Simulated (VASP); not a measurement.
**A VASP 6.6.1 single-point calculation on BaTlBr3**

INCAR

```
EDIFF = 1E-7
NSW = 0
LWAVE = .FALSE.
ENCUT = 520
NELM = 86
ISIF = 2
NBANDS = 30
PREC = Accurate
GGA = PE
ALGO = Normal
ISMEAR = -1
LASPH = .TRUE.
IVDW = 12
LREAL = .FALSE.
SIGMA = 0.02
IBRION = -1
LCHARG = .FALSE.
```

KPOINTS

```
KPOINTS created by Atomic Simulation Environment
0
Gamma
4 4 4
0 0 0
```

POSCAR

```
Tl Ba Br
 1.0000000000000000
     6.5408556662999997    0.0000000000000000    0.0000000000000000
     0.0000000000000000    6.5408556662999997    0.0000000000000000
     0.0000000000000000    0.0000000000000000    6.5408556662999997
 Tl  Ba  Br
   1   1   3
Cartesian
  0.0000000000000000  0.0000000000000000  0.0000000000000000
  3.2704278331499999  3.2704278331499999  3.2704278331499999
  3.2704278331499999  3.2704278331499999  0.0000000000000000
  3.2704278331499999  0.0000000000000000  3.2704278331499999
  0.0000000000000000  3.2704278331499999  3.2704278331499999
```

The recommended PBE PAW datasets give the neutral cell 44 valence electrons.

Command

```
mpirun -np 1 vasp_std
```

Task: How does this run end, and what does it give?

Result: It converged. Results: gap between bands v and c on the k mesh 2.81 eV; least direct gap on the k mesh 3.03 eV; pressure -1.9 GPa. Band v is the last that the valence electrons fill when counted band by band, and c is the next.

OSZICAR

```
N       E                     dE             d eps       ncg     rms          rms(c)
DAV:   1     0.313489541535E+03    0.31349E+03   -0.17944E+04   600   0.118E+03
DAV:   2     0.131585851080E+02   -0.30033E+03   -0.29184E+03   874   0.234E+02
DAV:   3    -0.171623401362E+02   -0.30321E+02   -0.30190E+02   762   0.743E+01
DAV:   4    -0.180348935001E+02   -0.87255E+00   -0.87147E+00   864   0.114E+01
DAV:   5    -0.180497624517E+02   -0.14869E-01   -0.14868E-01   778   0.131E+00    0.434E+00
DAV:   6    -0.169414294229E+02    0.11083E+01   -0.14656E+00   674   0.404E+00    0.280E+00
DAV:   7    -0.165248140727E+02    0.41662E+00   -0.11100E+00   688   0.318E+00    0.129E+00
DAV:   8    -0.164477949722E+02    0.77019E-01   -0.15462E-01   704   0.181E+00    0.382E-01
DAV:   9    -0.164385225831E+02    0.92724E-02   -0.47528E-02   756   0.751E-01    0.294E-01
DAV:  10    -0.164398836928E+02   -0.13611E-02   -0.37990E-03   722   0.280E-01    0.610E-02
DAV:  11    -0.164401526387E+02   -0.26895E-03   -0.88079E-04   744   0.128E-01    0.331E-02
DAV:  12    -0.164402297274E+02   -0.77089E-04   -0.13624E-04   752   0.504E-02    0.106E-02
DAV:  13    -0.164402321606E+02   -0.24331E-05   -0.26682E-05   744   0.202E-02    0.320E-03
DAV:  14    -0.164402326457E+02   -0.48515E-06   -0.14417E-06   750   0.533E-03    0.130E-03
DAV:  15    -0.164402330163E+02   -0.37061E-06   -0.43423E-07   642   0.269E-03    0.718E-04
DAV:  16    -0.164402329671E+02    0.49222E-07   -0.35859E-08   452   0.709E-04
   1 F= -.17330569E+02 E0= -.17330569E+02  d E =-.158408E-10
```

For comparison, a separate PBE run of the intended cell, on usual settings and not on those above, gives a gap of 2.81 eV on its mesh and a pressure of -1.2 GPa.
